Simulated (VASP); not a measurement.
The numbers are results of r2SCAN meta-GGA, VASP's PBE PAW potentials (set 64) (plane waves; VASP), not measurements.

VASP input:

POSCAR:
```
Nb
2.8785350
 -0.5792556267   0.5735204224   0.5792556267
  0.5677852182  -0.5735204224   0.5677852182
  0.5792556267   0.5735204224  -0.5792556267
Nb
1
Cartesian
  0.0000000000   0.0000000000   0.0000000000
```

INCAR:
```
SYSTEM = Nb
PREC = Accurate; ENCUT = 480; LREAL = .False.
LASPH = .True.
EDIFF = 1E-7; NELM = 100; ALGO = Normal
LMAXMIX = 4; LMIXTAU = .True.
ISMEAR = 1; SIGMA = 0.1
METAGGA = R2SCAN
ISIF = 2
LWAVE = .False.; LCHARG = .False.
```

**KPOINTS**
```
K-points
0
gamma
 14 14 14
```

POTCAR, in this order: Nb_sv (PBE.64 set). Program: vasp_std.

Task: What does the run give for the energy per atom (σ→0), band gap (on the k-mesh)?

Result: 
```json
{
  "energy per atom (σ→0)": "-24.839 eV/atom",
  "band gap (on the k-mesh)": "none (metal, semimetal or under 0.01 eV)"
}
```

**OSZICAR**
```
...
DAV:  13    -0.248392928928E+02   -0.14947E-03   -0.18236E-04 13798   0.176E-01    0.497E-02
DAV:  14    -0.248392861603E+02    0.67325E-05   -0.38088E-05 10706   0.676E-02    0.253E-02
DAV:  15    -0.248393385293E+02   -0.52369E-04   -0.45913E-05  9522   0.912E-02    0.239E-02
DAV:  16    -0.248393348158E+02    0.37135E-05   -0.24479E-05 13386   0.550E-02    0.780E-03
DAV:  17    -0.248393359006E+02   -0.10848E-05   -0.63576E-07  9362   0.117E-02    0.437E-03
DAV:  18    -0.248393356296E+02    0.27096E-06   -0.10071E-07  4920   0.495E-03    0.298E-03
DAV:  19    -0.248393355657E+02    0.63882E-07   -0.48484E-07  9234   0.103E-02
   1 F= -.24839336E+02 E0= -.24839200E+02  d E =-.407293E-03
```

The compound is Nb in the bcc structure. This cell was strained or had an atom moved on purpose.
